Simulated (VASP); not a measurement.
A convergence study with VASP on PbS (rock salt): a few settings are varied, all else stays as given below, so the limit is that of these other settings.

```yaml
crystal:
  lattice:
    - [0.00000, 2.97000, 2.97000]
    - [2.97000, 0.00000, 2.97000]
    - [2.97000, 2.97000, 0.00000]
  atoms:
    - { symbol: Pb, position: [0.00000, 0.00000, 0.00000] }
    - { symbol: S, position: [0.50000, 0.50000, 0.50000] }
```

These are PBEsol GGA, VASP's PBE PAW potentials (set 64) (plane waves; VASP 6.6.1) values and carry that method's errors. The last row used: 550 eV cut-off, 15×15×15 Γ-centred mesh, second-order Methfessel-Paxton smearing of 0.40 eV, potentials Pb_d S.

```
setting                                   E (eV/atom)  pressure (GPa)  irreducible k-points
----------------------------------------  -----------  --------------  --------------------
ISMEAR = -1, SIGMA = 0.01, 4×4×4 mesh         -4.7203           -1.02                     8
ISMEAR = -1, SIGMA = 0.2, 4×4×4 mesh          -4.7215           -1.49                     8
ISMEAR = 0, SIGMA = 0.01, 4×4×4 mesh          -4.7203           -1.02                     8
ISMEAR = 0, SIGMA = 0.2, 4×4×4 mesh           -4.7197           -1.25                     8
ISMEAR = 1, SIGMA = 0.01, 4×4×4 mesh          -4.7203           -1.02                     8
ISMEAR = 1, SIGMA = 0.2, 4×4×4 mesh           -4.7196           -1.09                     8
ISMEAR = 2, SIGMA = 0.01, 4×4×4 mesh          -4.7203           -1.02                     8
ISMEAR = 2, SIGMA = 0.2, 4×4×4 mesh           -4.7199           -1.00                     8
ISMEAR = -1, SIGMA = 0.05, 9×9×9 mesh         -4.7272           -1.13                    35
ISMEAR = -1, SIGMA = 0.2, 9×9×9 mesh          -4.7251           -1.16                    35
ISMEAR = 0, SIGMA = 0.05, 9×9×9 mesh          -4.7272           -1.13                    35
ISMEAR = 0, SIGMA = 0.2, 9×9×9 mesh           -4.7272           -1.13                    35
ISMEAR = 1, SIGMA = 0.05, 9×9×9 mesh          -4.7272           -1.13                    35
ISMEAR = 1, SIGMA = 0.2, 9×9×9 mesh           -4.7272           -1.13                    35
ISMEAR = 2, SIGMA = 0.05, 9×9×9 mesh          -4.7272           -1.13                    35
ISMEAR = 2, SIGMA = 0.2, 9×9×9 mesh           -4.7272           -1.13                    35
ISMEAR = -1, SIGMA = 0.05, 15×15×15 mesh      -4.7268           -1.10                   120
ISMEAR = -1, SIGMA = 0.4, 15×15×15 mesh       -4.7042           -1.13                   120
ISMEAR = 0, SIGMA = 0.05, 15×15×15 mesh       -4.7268           -1.10                   120
ISMEAR = 0, SIGMA = 0.4, 15×15×15 mesh        -4.7263           -1.12                   120
ISMEAR = 1, SIGMA = 0.05, 15×15×15 mesh       -4.7268           -1.10                   120
ISMEAR = 1, SIGMA = 0.4, 15×15×15 mesh        -4.7273           -1.15                   120
ISMEAR = 2, SIGMA = 0.05, 15×15×15 mesh       -4.7268           -1.10                   120
ISMEAR = 2, SIGMA = 0.4, 15×15×15 mesh        -4.7269           -1.11                   120
```

Left out are rungs that failed or repeat a setting and relaxations that didn't move; long series are thinned to 24 rows.

The compound is PbS in the rock salt structure. The cell was not relaxed at this level.
